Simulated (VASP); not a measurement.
All values below come from PW91 GGA, VASP's PBE PAW potentials (set 64) (plane waves; VASP).

VASP ran on this input.

INCAR:
```
! general
SYSTEM   =  Ta
PREC     =  Accurate
ENCUT    =  520
LREAL    =  F   ! projection in real space or not
LASPH    =  T

! electronic loop
EDIFF    =  1E-7   ! SCF stop (eV)
NELM     =  100   ! most electronic steps
ALGO     =  Normal   ! blocked Davidson
LMAXMIX  =  6

! smearing
ISMEAR   =  -5

! functional
GGA      =  91   ! PW91

! ions
ISIF     =  2   ! forces and stress, cell fixed

! output
LWAVE    =  F
LCHARG   =  T
LORBIT   =  11   ! lm-projected
NEDOS    =  601   ! DOS grid
```

### KPOINTS
```
Regular mesh
0
Gamma
  17 17 17
```

**POSCAR**
```
Ta
2.8780710
 -0.5773502475   0.5773502475   0.5773502475
  0.5773502475  -0.5773502475   0.5773502475
  0.5773502475   0.5773502475  -0.5773502475
Ta
1
Direct
  0.0000000000   0.0000000000   0.0000000000
```

POTCAR, in this order: Ta_pv (PBE.64 set). Program: vasp_std.

For a metal the tetrahedron method with Blöchl corrections gives inexact stress and forces. Unless said otherwise, spin-orbit coupling is left out, though it shifts the bands of the heavy elements here.

**Question.** Estimate the energy per atom (σ→0), band gap (on the k-mesh).

**Answer.** 
The energy per atom (σ→0) comes out as -11.733 eV/atom and the band gap (on the k-mesh) comes out as none (metal, semimetal or under 0.01 eV).

### OSZICAR
```
...
DAV:   6    -0.118457929940E+02    0.38850E+00   -0.45069E-01  3086   0.813E+00    0.636E+00
DAV:   7    -0.117342299865E+02    0.11156E+00   -0.34703E-01  3116   0.679E+00    0.378E-01
DAV:   8    -0.117329637824E+02    0.12662E-02   -0.37298E-03  3216   0.809E-01    0.943E-02
DAV:   9    -0.117329585912E+02    0.51912E-05   -0.11635E-04  3147   0.134E-01    0.314E-02
DAV:  10    -0.117329538664E+02    0.47249E-05   -0.54892E-06  3346   0.329E-02    0.470E-03
DAV:  11    -0.117329534079E+02    0.45842E-06   -0.23651E-07  3199   0.680E-03    0.642E-04
DAV:  12    -0.117329533249E+02    0.82983E-07   -0.25884E-09  1562   0.619E-04
   1 F= -.11732953E+02 E0= -.11732953E+02  d E =0.000000E+00
```

The compound is Ta in the bcc structure. It was relaxed first.
